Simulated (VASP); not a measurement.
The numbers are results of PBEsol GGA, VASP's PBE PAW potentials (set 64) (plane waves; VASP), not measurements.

A VASP calculation is set up with these files.

INCAR:
```
ALGO=Normal
EDIFF=1E-6
EDIFFG=-0.02
ENCUT=620
GGA=PS
IBRION=2
ISIF=3
ISMEAR=0
LASPH=.True.
LCHARG=.False.
LMAXMIX=4
LREAL=.False.
LWAVE=.False.
NELM=100
NSW=40
PREC=Accurate
SIGMA=0.05
SYSTEM=BBi
```

**KPOINTS**
```
kpoints
0
gamma
 7 7 4
```

POSCAR:
```
BBi
1.0
  3.8431369184   0.0000000000   0.0000000000
 -1.9215684592   3.3282539890   0.0000000000
  0.0000000000   0.0000000000   6.3237205539
B Bi
2 2
Direct
  0.3333330000   0.6666670000   0.0000179541
  0.6666670000   0.3333330000   0.5000179541
  0.3333330000   0.6666670000   0.3749820459
  0.6666670000   0.3333330000   0.8749820459
```

POTCAR, in this order: B Bi_d (PBE.64 set). Program: vasp_std.

Output of the run:

### OUTCAR
```
 ion  position               nearest neighbor table
   1  0.333  0.667  0.000-   4 2.36   4 2.36   4 2.36   3 2.37
   2  0.667  0.333  0.500-   3 2.36   3 2.36   3 2.36   4 2.37
   3  0.333  0.667  0.375-   2 2.36   2 2.36   2 2.36   1 2.37   4 3.86   4 3.86   4 3.86   4 3.86
                             4 3.86   4 3.86
   4  0.667  0.333  0.875-   1 2.36   1 2.36   1 2.36   2 2.37   3 3.86   3 3.86   3 3.86   3 3.86
                             3 3.86   3 3.86
  LATTYP: Found a hexagonal cell.
 ALAT       =     3.8431369184
 C/A-ratio  =     1.6454580433
 Subroutine PRICEL returns:
 Original cell was already a primitive cell.
 Subroutine GETGRP returns: Found 12 space group operations
The static configuration has the point symmetry C_3v.
 The point group associated with its full space group is C_6v.
The dynamic configuration has the point symmetry C_3v.
 Subroutine INISYM returns: Found 12 space group operations
 Subroutine IBZKPT returns following result:
 Found     24 irreducible k-points:

 Following reciprocal coordinates:
            Coordinates               Weight
  0.000000  0.000000  0.000000      1.000000
  0.142857  0.000000  0.000000      6.000000
  0.285714  0.000000  0.000000      6.000000
...
```

File OSZICAR:
```
       N       E                     dE             d eps       ncg     rms          rms(c)
DAV:   1     0.372758818408E+03    0.37276E+03   -0.20845E+04  1056   0.216E+03
DAV:   2     0.143572061493E+02   -0.35840E+03   -0.35316E+03  1074   0.523E+02
DAV:   3    -0.195956776815E+02   -0.33953E+02   -0.33468E+02  1290   0.171E+02
DAV:   4    -0.207893363647E+02   -0.11937E+01   -0.11912E+01  1238   0.339E+01
DAV:   5    -0.208437481054E+02   -0.54412E-01   -0.54396E-01  1496   0.653E+00    0.524E+00
DAV:   6    -0.195598184230E+02    0.12839E+01   -0.40079E+00  1338   0.116E+01    0.203E+00
DAV:   7    -0.195042873054E+02    0.55531E-01   -0.45287E-01  1242   0.324E+00    0.102E+00
DAV:   8    -0.194928904058E+02    0.11397E-01   -0.56128E-02  1374   0.218E+00    0.159E-01
DAV:   9    -0.194920301238E+02    0.86028E-03   -0.63927E-03  1508   0.743E-01    0.696E-02
DAV:  10    -0.194921816548E+02   -0.15153E-03   -0.72159E-04  1356   0.241E-01    0.285E-02
DAV:  11    -0.194921923967E+02   -0.10742E-04   -0.15358E-04  1456   0.121E-01    0.620E-03
DAV:  12    -0.194921922807E+02    0.11597E-06   -0.88066E-06  1042   0.200E-02
   1 F= -.19492192E+02 E0= -.19492103E+02  d E =-.194922E+02
```

OUTCAR:
```
------------------------ aborting loop because EDIFF is reached ----------------------------------------
  FORCE on cell =-STRESS in cart. coord.  units (eV):
  Direction    XX          YY          ZZ          XY          YZ          ZX
  --------------------------------------------------------------------------------------
  Total       -0.0271992     -0.0271992      0.0182306      0.0000000      0.0000000      0.0000000
  in kB       -0.5387554     -0.5387554      0.3611077      0.0000000      0.0000000      0.0000000
  external PRESSURE =      -0.2388010 kB  Pullay stress =       0.0000000 kB
  volume of cell :       80.89
      direct lattice vectors                 reciprocal lattice vectors
     3.843136918  0.000000000  0.000000000     0.260204104  0.150228919  0.000000000
    -1.921568459  3.328253989  0.000000000     0.000000000  0.300457839  0.000000000
     0.000000000  0.000000000  6.323720554     0.000000000  0.000000000  0.158134755
 POSITION                                       TOTAL-FORCE (eV/Angst)
 -----------------------------------------------------------------------------------
     -0.00000      2.21884      0.00011        -0.000000     -0.000000      0.010899
      1.92157      1.10942      3.16197        -0.000000     -0.000000      0.010899
     -0.00000      2.21884      2.37128         0.000000     -0.000000     -0.010899
      1.92157      1.10942      5.53314        -0.000000      0.000000     -0.010899
 -----------------------------------------------------------------------------------
    total drift:                               -0.001679      0.000969      0.000109
  FREE ENERGIE OF THE ION-ELECTRON SYSTEM (eV)
  ---------------------------------------------------
  free  energy   TOTEN  =       -19.4921922807 eV

  energy  without entropy=      -19.4920140486  energy(sigma->0) =      -19.49210316

 reached required accuracy - stopping structural energy minimisation
```
(Selected blocks of OUTCAR.)

### OUTCAR
```
 val. band max:        7.3833584098   @ k =   0.0000   0.0000   0.0000

 cond. band min:       7.4733687249   @ k =   0.0000   0.0000   0.0000


 Fermi energy:         7.4353550589

 k-point     1 :       0.0000    0.0000    0.0000
  band No.  band energies     occupation
      1     -15.8372      2.00000
      2     -15.8320      2.00000
      3     -15.8263      2.00000
      4     -15.8263      2.00000
      5     -15.8125      2.00000
      6     -15.8125      2.00000
      7     -15.7586      2.00000
      8     -15.7586      2.00000
      9     -15.7203      2.00000
     10     -15.7202      2.00000
     11      -7.0808      2.00000
     12      -4.9697      2.00000
     13      -0.5435      2.00000
     14       5.6104      2.00000
     15       5.6105      2.00000
     16       7.1656      2.00000
     17       7.3833      1.85909
     18       7.3834      1.85862
     19       7.4734      0.28229
     20       7.9136      0.00000
     21       9.8979      0.00000
     22       9.8979      0.00000

 k-point     2 :       0.1429    0.0000    0.0000
  band No.  band energies     occupation
      1     -15.8402      2.00000
      2     -15.8297      2.00000
      3     -15.8244      2.00000
      4     -15.8172      2.00000
      5     -15.8019      2.00000
      6     -15.8001      2.00000
      7     -15.7621      2.00000
      8     -15.7573      2.00000
      9     -15.7265      2.00000
     10     -15.7186      2.00000
     11      -6.8414      2.00000
     12      -4.7758      2.00000
     13      -0.3806      2.00000
     14       3.8784      2.00000
     15       5.1142      2.00000
     16       5.3422      2.00000
     17       6.7013      2.00000
     18       6.9401      2.00000
     19       8.3963      0.00000
     20       8.8295      0.00000
     21       9.9462      0.00000
     22      10.4783      0.00000

 k-point     3 :       0.2857    0.0000    0.0000
  band No.  band energies     occupation
      1     -15.8554      2.00000
...
```

Unless said otherwise, spin-orbit coupling is left out, though it shifts the bands of the heavy elements here.

The structure was generated: BBi was put into the wurtzite type (P6_3mc), which need not be its known phase. It was relaxed first, which changed the volume by +5 %.
